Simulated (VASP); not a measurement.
An input for Quantum ESPRESSO's pw.x (written as the equivalent of a VASP run, and not itself run):

```
&CONTROL
  calculation = 'scf'
  pseudo_dir = './pseudo'
  outdir = './out'
  tprnfor = .true.
  tstress = .true.
/
&SYSTEM
  ibrav = 0
  nat = 2
  ntyp = 2
  ecutwfc = 60.3
  occupations = 'smearing'
  smearing = 'gaussian'
  degauss = 0.003675
  input_dft = 'pbe'
/
&ELECTRONS
  conv_thr = 7.3e-09
  electron_maxstep = 100
/
ATOMIC_SPECIES
  Tl 204.380 Tl.upf
  Br 79.904 Br.upf
CELL_PARAMETERS angstrom
     4.0877458    0.0000000    0.0000000
     0.0000000    4.0877458    0.0000000
     0.0000000    0.0000000    4.0877458
ATOMIC_POSITIONS crystal
  Tl   0.0000000  0.0000000  0.0000000
  Br   0.5000000  0.5000000  0.5000000
K_POINTS automatic
  7 7 7 0 0 0
```

### Question
Translate this input to VASP (INCAR, KPOINTS, POSCAR, choice of POTCAR).

### Answer
One answer among several that fit: 
**KPOINTS**
```
Regular mesh
0
gamma
7 7 7
```

File POSCAR:
```
TlBr
1
    4.0877457940     0.0000000000     0.0000000000
    0.0000000000     4.0877457940     0.0000000000
    0.0000000000     0.0000000000     4.0877457940
Tl Br
1 1
Direct
  0.0000000000   0.0000000000   0.0000000000
  0.5000000000   0.5000000000   0.5000000000
```

INCAR:
```
LASPH = .True.
SIGMA = 0.05
GGA = PE
LWAVE = .False.
LREAL = .False.   ! projection in real space or not
PREC = Accurate
ISIF = 2   ! forces and stress, cell fixed
EDIFF = 1E-7   ! SCF stop (eV)
ISMEAR = 0   ! Gaussian
LMAXMIX = 4
NELM = 100
ENCUT = 520   ! plane-wave cut-off (eV)
LCHARG = .False.
ALGO = Normal   ! blocked Davidson
SYSTEM = TlBr
```

POTCAR, in this order: Tl_d Br (PBE.64 set). Program: vasp_std.

Limits of the translation: the potentials are each code's own (VASP's PAW set, PseudoDojo norm-conserving files in pw.x), so ENCUT and ecutwfc are chosen apart and not converted; conv_thr bounds pw.x's estimated SCF error, while EDIFF bounds the energy change between steps.

The compound is TlBr in the CsCl type structure. This cell is one point of a volume scan, at 1.03 of the reference volume.
